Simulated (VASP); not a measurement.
Input:

```
NbTiB4
1.0
    3.08703     0.00000     0.00000
   -1.54351     2.67345     0.00000
    0.00000     0.00000     6.59943
Ti Nb B
1 1 4
Cartesian
  0.00000   0.00000   3.29971
  0.00000   0.00000   0.00000
  0.00000   1.78230   4.88866
  1.54352   0.89115   1.71077
  1.54352   0.89115   4.88866
  0.00000   1.78230   1.71077
```

Computed with PBEsol GGA, VASP's PBE PAW potentials (set 64) (plane waves; VASP). Run with 400 eV cut-off, 10×10×4 Γ-centred mesh, Fermi-Dirac smearing of 0.10 eV, potentials Ti_sv Nb_sv B.

At this cut-off the stress carries a Pulay error, which pulls relaxed volumes low. Energy and stress use the plane-wave basis of the starting cell.

The ions, cell shape and volume are relaxed. Give the cell that the relaxation ends in.

```
NbTiB4
1.0
    3.05748     0.00000     0.00000
   -1.52874     2.64786     0.00000
    0.00000     0.00000     6.46577
Ti Nb B
1 1 4
Direct
  0.00000   0.00000   0.50000
  0.00000   0.00000   0.00000
  0.33333   0.66667   0.74169
  0.66667   0.33333   0.25831
  0.66667   0.33333   0.74169
  0.33333   0.66667   0.25831
```
Space group P6/mmm (191), at a tolerance of 0.03 Å.

How do energy and volume change from the first to the last step?

The energy (σ→0) changes by -12.8 meV/atom and the volume by -3.9 %, in 10 ionic steps.

The structure comes from a computed database's TiNbB4 entry; how it stands against other phases isn't given here. This run relaxes it. Symmetry was kept, so distortions that lower it aren't found. The run is one of a series of settings (EDIFFG = -0.01, IBRION = 2, ISIF = 3, NSW = 50 against the base run), some of them coarse on purpose. The electron count is odd and the run is not spin-polarised, which forces a metal. VASP warned that the highest band is occupied, so more bands are needed.
